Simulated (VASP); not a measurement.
Data:

```xyz
3
Lattice="1.7480 -3.0275 0.0000 1.7480 3.0275 0.0000 0.0000 0.0001 6.5635" Properties=species:S:1:pos:R:3 pbc="T T T"
Te     2.3314    -2.0170     4.3757
Te     2.3291     0.0000     0.0000
Te     2.3314     2.0171     2.1879
```

Method: PBEsol GGA, VASP's PBE PAW potentials (set 64) (plane waves; VASP). Settings: 500 eV cut-off, 10×10×5 Γ-centred mesh, first-order Methfessel-Paxton smearing of 0.10 eV, potentials Te.

Energy and stress use the plane-wave basis of the starting cell.

Question: The ions, cell shape and volume at an external pressure of 30.0 GPa are relaxed. Predict the relaxed structure.

Answer: 
```xyz
3
Lattice="1.5466 -2.6783 -0.0003 1.5466 2.6783 0.0003 0.0000 0.0008 7.5088" Properties=species:S:1:pos:R:3 pbc="T T T"
Te     2.0614    -1.7863     5.0056
Te     2.0637     0.0000     0.0000
Te     2.0614     1.7871     2.5032
```
Space group R-3m (166), at a tolerance of 0.03 Å.

Question: How do energy and volume change from the first to the last step?

Answer: The energy (σ→0) changes by +325.8 meV/atom and the volume by -10.5 %, in 22 ionic steps.

The compound is Te in the trig structure. This run relaxes it under an external pressure of 30 GPa. Symmetry was kept, so distortions that lower it aren't found.
